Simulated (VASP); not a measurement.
## 1 units of PbZrO3 (001), ZrO2 faces on Al(100) in VASP

How does 1 units of PbZrO3 (001), ZrO2 faces on Al(100) behave as a surface?

Calculated with VASP 6.6.1; PBEsol with D3(BJ); plane waves and PAW (Al, Zr_sv, O, Pb).

## (1) Starting point

The cell holds 16 atoms: 8 Al, 2 Zr, 5 O and 1 Pb. Its edges and angles: a = 4.160 Å, b = 4.160 Å, c = 31.214 Å, α = 90.0°, β = 90.0°, γ = 90.0°. Vacuum lies along c.

## (2) Relaxing the slab

All atoms relax at the fixed cell.

File INCAR:

```
SYSTEM = Zr2Al8PbO5
PREC = Normal
ENCUT = 400
EDIFF = 1E-05
NELM = 120
ISMEAR = -1
SIGMA = 0.1
LREAL = Auto
ALGO = Fast
GGA = PS
IVDW = 12
NBANDS = 57
LORBIT = 11
LWAVE = .FALSE.
LCHARG = .FALSE.
KPAR = 4
IBRION = 2
NSW = 40
ISIF = 2
EDIFFG = -0.03
POTIM = 0.4
MAXMIX = 40
IDIPOL = 3
LDIPOL = .TRUE.
DIPOL = 0.5 0.5 0.514
```

File POSCAR:

```
Zr2Al8PbO5
1.0
    4.1600000000      0.0000000000      0.0000000000
    0.0000000000      4.1600000000      0.0000000000
    0.0000000000      0.0000000000     31.2141469282
Al Zr O Pb
8 2 5 1
Direct
    0.0000000000      0.5000000000      0.2883308014
    0.5000000000      0.0000000000      0.2883308014
    0.0000000000      0.0000000000      0.3518292203
    0.5000000000      0.5000000000      0.3518292203
    0.0000000000      0.5000000000      0.4153276392
    0.5000000000      0.0000000000      0.4153276392
    0.0000000000      0.0000000000      0.4788260580
    0.5000000000      0.5000000000      0.4788260580
    0.0000000000      0.0000000000      0.5783962948
    0.0000000000      0.0000000000      0.7116691986
    0.5000000000      0.0000000000      0.5783962948
    0.0000000000      0.5000000000      0.5783962948
    0.0000000000      0.0000000000      0.6450327467
    0.5000000000      0.0000000000      0.7116691986
    0.0000000000      0.5000000000      0.7116691986
    0.5000000000      0.5000000000      0.6450327467
```

File KPOINTS:

```
Automatic mesh
0
Gamma
8 8 1
0 0 0
```

The projector-augmented-wave data sets are Al, Zr_sv, O and Pb (PBE family, release 64).

Command:

```console
> mpirun -np 4 vasp_std
```

Output:

```text
[banner, memory and clock lines left out]
running    4 mpi-ranks, on    1 nodes
[...]
|                                                                             |
|               ----> ADVICE to this user running VASP <----                  |
|                                                                             |
|     You enforced a specific xc type in the INCAR file but a different       |
|     [... a line on the potential file left out ...]
|     I HOPE YOU KNOW WHAT YOU ARE DOING!                                     |
|                                                                             |

 LDA part: xc-table for (Slater+PW92), standard interpolation
 POSCAR, INCAR and KPOINTS ok, starting setup
[...]
entering main loop
       N       E                     dE             d eps       ncg     rms          rms(c)
DAV:   1     0.569341036323E+03    0.56934E+03   -0.29969E+04  1862   0.958E+02
DAV:   2    -0.216952704981E+02   -0.59104E+03   -0.55272E+03  2271   0.257E+02
DAV:   3    -0.109458663568E+03   -0.87763E+02   -0.86552E+02  2340   0.946E+01
DAV:   4    -0.114276553372E+03   -0.48179E+01   -0.48022E+01  2604   0.209E+01
[...]
RMM:  21    -0.988530355523E+02    0.17103E-01   -0.94561E-03  2521   0.217E-01    0.367E-01
RMM:  22    -0.988399084101E+02    0.13127E-01   -0.60860E-03  2521   0.166E-01    0.276E-01
RMM:  23    -0.988188600773E+02    0.21048E-01   -0.12570E-02  2507   0.199E-01    0.213E-01
WARNING in EDDRMM: call to ZHEGV failed, returncode =   6  3     40
RMM:  24    -0.988123863071E+02    0.64738E-02   -0.58460E-03  2491   0.148E-01    0.129E-01
RMM:  25    -0.988074000192E+02    0.49863E-02   -0.46935E-03  2516   0.128E-01    0.785E-02
RMM:  26    -0.988070700735E+02    0.32995E-03   -0.15030E-03  2526   0.820E-02    0.676E-02
RMM:  27    -0.988068865879E+02    0.18349E-03   -0.48975E-04  2351   0.526E-02    0.491E-02
RMM:  28    -0.988066730275E+02    0.21356E-03   -0.35684E-04  2223   0.388E-02    0.297E-02
RMM:  29    -0.988067276264E+02   -0.54599E-04   -0.11210E-04  1870   0.274E-02    0.279E-02
RMM:  30    -0.988067170666E+02    0.10560E-04   -0.12374E-04  2060   0.268E-02    0.108E-02
RMM:  31    -0.988067163864E+02    0.68019E-06   -0.49314E-05  1532   0.191E-02
   1 F= -.10198873E+03 E0= -.10192364E+03  d E =-.101989E+03
[...]
WARNING in EDDRMM: call to ZHEGV failed, returncode =   6  3     36
[... from here on, the cycles between the ionic steps are left out ...]
   2 F= -.10215139E+03 E0= -.10208735E+03  d E =-.162660E+00
[...]
WARNING in EDDRMM: call to ZHEGV failed, returncode =   8  4     11
   4 F= -.10218139E+03 E0= -.10211957E+03  d E =-.258400E-01
[...]
WARNING in EDDRMM: call to ZHEGV failed, returncode =   6  3     11
   7 F= -.10225754E+03 E0= -.10219664E+03  d E =-.759372E-01
[...]
WARNING in EDDRMM: call to ZHEGV failed, returncode =   6  3     19
[...]
WARNING in EDDRMM: call to ZHEGV failed, returncode =   6  3      9
  10 F= -.10227676E+03 E0= -.10221583E+03  d E =-.386243E-02
  13 F= -.10227917E+03 E0= -.10221811E+03  d E =-.163388E-02
  16 F= -.10228775E+03 E0= -.10222718E+03  d E =-.258120E-02
  19 F= -.10229569E+03 E0= -.10223554E+03  d E =-.458452E-02
  22 F= -.10232894E+03 E0= -.10227073E+03  d E =-.811598E-02
  25 F= -.10234815E+03 E0= -.10229027E+03  d E =-.189685E-01
  28 F= -.10235906E+03 E0= -.10230138E+03  d E =-.450022E-02
  31 F= -.10236251E+03 E0= -.10230484E+03  d E =-.341382E-02
  34 F= -.10236992E+03 E0= -.10231215E+03  d E =-.741200E-02
  37 F= -.10237224E+03 E0= -.10231445E+03  d E =-.757936E-03
  39 F= -.10237429E+03 E0= -.10231645E+03  d E =-.966658E-03
  40 F= -.10237496E+03 E0= -.10231710E+03  d E =-.163253E-02
[...]
```

It took 29 min on 4 MPI ranks of Intel Xeon Platinum 8488C (Sapphire Rapids), shared host; peak memory 1.8 GiB.

Lines that name or quote the potential files are left out of all logs, and their timing lines are given in words.

From OUTCAR (step 2):

```text
 Edisp (eV)   -3.26635

 dipolmoment           0.000000      0.000000     -0.095946 electrons x Angstroem

 k-point     1 :       0.0000    0.0000    0.0000
  band No.  band energies     occupation
    ...
     37      -0.4183      2.00000
     38      -0.1067      1.99998
     39      -0.1067      1.99998
     40      -0.0166      1.99995
     41       1.0846      0.77766
     42       1.1904      0.36161
     43       1.7134      0.00236
     44       1.7134      0.00236
     45       2.5056      0.00000
     46       2.8532      0.00000
    ...

 Edisp (eV)   -3.26798

  Total     -17.84764   -17.84764    -4.17999     0.00000     0.00000     0.00000
  in kB     -52.93626   -52.93626   -12.39789     0.00000     0.00000     0.00000
  external pressure =      -39.42 kB  Pullay stress =        0.00 kB

 POSITION                                       TOTAL-FORCE (eV/Angst)
 -----------------------------------------------------------------------------------
      0.00000      2.08000      9.15986        -0.000000      0.000000      0.013431
      2.08000      0.00000      9.15986        -0.000000     -0.000000      0.013431
      0.00000      0.00000     11.13400        -0.000000     -0.000000      0.008958
      2.08000      2.08000     11.17755        -0.000000     -0.000000      0.014607
      4.16000      2.08000     13.11900        -0.000000     -0.000000      0.008263
      2.08000      0.00000     13.11900        -0.000000     -0.000000      0.008263
      0.00000      0.00000     14.89939        -0.000000     -0.000000      0.075331
      2.08000      2.08000     15.51989        -0.000000     -0.000000     -0.009784
      4.16000      4.16000     17.93772         0.000000     -0.000000      0.014959
      0.00000      0.00000     21.88389         0.000000     -0.000000     -0.046099
      2.08000      0.00000     17.97266        -0.000000      0.000000     -0.017554
      0.00000      2.08000     17.97266        -0.000000     -0.000000     -0.017554
      0.00000      0.00000     19.94612        -0.000000     -0.000000     -0.050609
      2.08000      0.00000     21.91587         0.000000     -0.000000     -0.011716
      0.00000      2.08000     21.91587         0.000000     -0.000000     -0.011716
      2.08000      2.08000     20.02442        -0.000000     -0.000000      0.007787
 -----------------------------------------------------------------------------------
    total drift:                                0.000000     -0.000000      0.001114

  FREE ENERGIE OF THE ION-ELECTRON SYSTEM (eV)
  ---------------------------------------------------
  free  energy   TOTEN  =      -102.3749550213 eV

  energy  without entropy=     -102.2592388852  energy(sigma->0) =     -102.31709695

 vacuum level on the upper side and lower side of the slab         4.011         5.028

[... 19 further parts left out ...]
[key lines of the parts left out:]
E-fermi :   1.0393
```

The steps of the relaxation (22 of 40):

```csv
step,energy less that of the first step (eV),largest force (eV/Å)
1,0.0000,2.1053
3,-0.1668,0.6788
5,-0.1929,0.5349
7,-0.2688,0.2565
8,-0.2609,0.2590
10,-0.2880,0.2339
12,-0.2888,0.4235
14,-0.2942,0.2120
16,-0.2990,0.2703
18,-0.3024,0.2450
20,-0.3185,0.1863
21,-0.3321,0.3020
23,-0.3405,0.4177
25,-0.3594,0.3572
27,-0.3658,0.3801
29,-0.3704,0.2136
31,-0.3738,0.2136
33,-0.3810,0.0926
34,-0.3812,0.1015
36,-0.3828,0.1596
38,-0.3846,0.1845
40,-0.3862,0.0753
```

The atoms that moved most (Å):

```csv
atom,dx,dy,dz,length
Al8,0.000,0.000,0.574,0.574
Zr10,0.000,0.000,-0.330,0.330
O14,0.000,0.000,-0.298,0.298
O15,0.000,0.000,-0.298,0.298
Al4,0.000,0.000,0.196,0.196
O13,0.000,0.000,-0.188,0.188
Al2,0.000,0.000,0.160,0.160
Al1,0.000,0.000,0.160,0.160
```

The relaxed structure:

```xyz
16
Lattice="4.1600 0.0000 0.0000 0.0000 4.1600 0.0000 0.0000 0.0000 31.2142" Properties=species:S:1:pos:R:3
Al    0.0000    2.0800    9.1599
Al    2.0800    0.0000    9.1599
Al    0.0000    0.0000   11.1340
Al    2.0800    2.0800   11.1776
Al    0.0000    2.0800   13.1190
Al    2.0800    0.0000   13.1190
Al    0.0000    0.0000   14.8994
Al    2.0800    2.0800   15.5199
Zr    0.0000    0.0000   17.9377
Zr    0.0000    0.0000   21.8839
O     2.0800    0.0000   17.9727
O     0.0000    2.0800   17.9727
O     0.0000    0.0000   19.9461
O     2.0800    0.0000   21.9159
O     0.0000    2.0800   21.9159
Pb    2.0800    2.0800   20.0244
```

The run used up its steps with a largest force of 0.08 eV/Å at its last finished step, so it is continued.

[end of part 1 of 5]

[Lines on the potential files, build, host, timing and source positions are cut from VASP's logs without a mark.]

[Logs are printed without paths, hosts, clocks, repeated set-up lines and the standing remarks that a program may print on its own settings, such as how far it seeks lower states.]

[Hosts, paths, dates, database ids (printed as entryN), source tags and the programs' standing remarks are cut or masked in the printed files.]

[In band tables of VASP the shares of atoms and orbitals are scaled to a sum of 1 inside the atoms' spheres.]

[Runs that stopped without an error message from VASP are left out.]
